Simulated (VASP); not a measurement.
A VASP calculation is set up with these files.

**INCAR**
```
# general
SYSTEM  = NiAl
PREC    = Accurate
ENCUT   = 400   # plane-wave cut-off (eV)
LREAL   = .False.   # projection in real space or not
LASPH   = .True.   # aspherical one-centre terms

# electronic loop
EDIFF   = 1E-6   # SCF stop (eV)
NELM    = 100
ALGO    = Normal   # blocked Davidson
LMAXMIX = 4

# smearing
ISMEAR  = 1   # Methfessel-Paxton
SIGMA   = 0.1

# functional
GGA     = PE   # PBE

# ions
IBRION  = 2   # conjugate gradients
NSW     = 40   # most ionic steps
ISIF    = 2
EDIFFG  = -0.01

# output
LWAVE   = .False.
LCHARG  = .False.
```

File POSCAR:
```
NiAl
1
    2.9478000000     0.0000000000     0.0000000000
    0.0000000000     2.9478000000     0.0000000000
    0.0000000000     0.0000000000     2.9478000000
Al Ni
1 1
Direct
  0.5407083249   0.5169618020   0.5000000000
  0.0000000000   0.0000000000   0.0000000000
```

**KPOINTS**
```
Automatic mesh
0
Gamma
9 9 9
0 0 0
```

POTCAR, in this order: Al Ni (PBE.64 set). Program: vasp_std.

### Question
Translate this PBE calculation to Quantum ESPRESSO's pw.x.

### Answer
One equivalent input (not run):
```
&CONTROL
  calculation = 'relax'
  pseudo_dir = './pseudo'
  outdir = './out'
  tprnfor = .true.
  tstress = .true.
  nstep = 40
  forc_conv_thr = 0.00039
/
&SYSTEM
  ibrav = 0
  nat = 2
  ntyp = 2
  ecutwfc = 98
  occupations = 'smearing'
  smearing = 'methfessel-paxton'
  degauss = 0.00735
  input_dft = 'pbe'
/
&ELECTRONS
  conv_thr = 7.3e-08
  electron_maxstep = 100
/
&IONS
/
ATOMIC_SPECIES
  Al 26.982 Al.upf
  Ni 58.693 Ni.upf
CELL_PARAMETERS angstrom
     2.9478000    0.0000000    0.0000000
     0.0000000    2.9478000    0.0000000
     0.0000000    0.0000000    2.9478000
ATOMIC_POSITIONS crystal
  Al   0.5407083  0.5169618  0.5000000
  Ni   0.0000000  0.0000000  0.0000000
K_POINTS automatic
  9 9 9 0 0 0
```
Limits of the translation: the potentials are each code's own (VASP's PAW set, PseudoDojo norm-conserving files in pw.x), so ENCUT and ecutwfc are chosen apart and not converted; conv_thr bounds pw.x's estimated SCF error, while EDIFF bounds the energy change between steps; forc_conv_thr acts on force components and is met together with etot_conv_thr.

The compound is NiAl in the CsCl type structure. In the starting cell atoms are displaced from their ideal sites. This run relaxes the ions in a fixed cell. Symmetry was kept, so distortions that lower it aren't found.
